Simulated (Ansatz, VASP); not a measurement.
**One calculation of Sn2Te3Pt, two programs**

File INCAR:

```
SYSTEM = Sn2Te3Pt
PREC = Accurate
ENCUT = 520
EDIFF = 1E-6
ISMEAR = 0
SIGMA = 0.1
LREAL = .False.
LASPH = .True.
NELM = 80
ALGO = Normal
ISIF = 2
LWAVE = .False.
LCHARG = .False.
GGA = PE
NBANDS = 37
```

File KPOINTS:

```
regular mesh
0
Gamma
  4 4 2
  0 0 0
```

POSCAR

```
Sn2Te3Pt
1.0
    3.8141564500      0.0000000000      0.0000000000
    0.0000000000      3.8141564500      0.0000000000
    0.0000000000      0.0000000000     11.5478747300
Sn Te Pt
2 3 1
Direct
    0.5000000000      0.5000000000      0.3248246900
    0.5000000000      0.5000000000      0.6751753100
    0.0000000000      0.0000000000      0.8390681100
    0.0000000000      0.0000000000      0.1609318900
    0.0000000000      0.0000000000      0.5000000000
    0.5000000000      0.5000000000      0.0000000000
```

Input for Ansatz:

```yaml
crystal:
  lattice:
    - [3.81415645, 0.0, 0.0]
    - [0.0, 3.81415645, 0.0]
    - [0.0, 0.0, 11.54787473]
  atoms:
    - { symbol: Sn, position: [0.5, 0.5, 0.32482469] }
    - { symbol: Sn, position: [0.5, 0.5, 0.67517531] }
    - { symbol: Te, position: [0.0, 0.0, 0.83906811] }
    - { symbol: Te, position: [0.0, 0.0, 0.16093189] }
    - { symbol: Te, position: [0.0, 0.0, 0.5] }
    - { symbol: Pt, position: [0.5, 0.5, 0.0] }
basis:
  ecutwfc: 420
kpoints:
  mp_grid: { grid: [4, 4, 2] }
hamiltonian:
  xc: pbe
scf:
  occupations: { method: gaussian, width: 0.1 }
  lower_state_search: "off"
output:
  forces: true
  stress: true
  eigenvalues: true
```

Change from the starting cell: species swapped into the Li3Tl2Cd type (P4/mmm, No. 123).

Alike in both runs: task single point; functional PBE; k mesh 4 × 4 × 2; occupations gaussian, width 0.1 eV; no spin polarisation.

|  | VASP | Ansatz |
| --- | --- | --- |
| version | VASP 6.6.1 | Ansatz 0.2.0 |
| potentials or method | VASP PAW PBE potentials, release 64 (Sn_d, Te, Pt) | scalar-relativistic, plane waves, PAW |
| plane-wave cutoff (eV) | 520 | 420 |
| valence electrons in the cell | 56 | 94 |

|  | VASP | Ansatz | Ansatz less VASP |
| --- | --- | --- | --- |
| gap on the k mesh at the Fermi level (eV) | none | none | - |
| pressure (GPa) | -4.1 | -4.0 | +0.05 |
| largest component of the traceless stress (GPa) | 0.07 | 0.07 | -0.005 |
| rms of the force components (eV/Å) | 0.472 | 0.471 | -0.0015 |

Atom by atom the forces differ by 0.002 eV/Å (rms over components). A gap of «none» marks a metal or a gap that the smearing closes. With one functional, cell and mesh, what is left measures potentials, basis and numerics. The two sets of potentials don't hold the same shells in valence.

Caveats: the k mesh is coarse (spacing up to 0.41 Å⁻¹), so the values aren't converged; forces of over 1 eV/Å show positions far from the minimum, so gaps and moduli don't describe the material at rest. The runs have no spin-orbit coupling, so splittings on Pt, Te are missing.
